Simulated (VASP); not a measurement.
Input:

```xyz
1
Lattice="-2.8595 2.8595 2.8595 2.8595 -2.8595 2.8595 2.8595 2.8595 -2.8595" Properties=species:S:1:pos:R:3 pbc="T T T"
Rb     5.7189     0.0000     0.0000
```

All values below come from MS2 meta-GGA, VASP's PBE PAW potentials (set 64) (plane waves; VASP). Settings: 520 eV cut-off, 10×10×10 Γ-centred mesh, tetrahedra with Blöchl corrections, potentials Rb_sv.

**Question.** Give the energies of bands 5 to 7 at the high-symmetry points, in eV from the Fermi level.

**Answer.** 
```tsv
band	Γ	H	N	P
5	-1.96	1.27	0.28	1.23
6	3.85	1.27	0.65	1.23
7	3.85	3.12	2.67	1.23
```

It has no gap at this level: it comes out as a metal or semimetal.

The compound is Rb in the bcc structure. It was relaxed first.
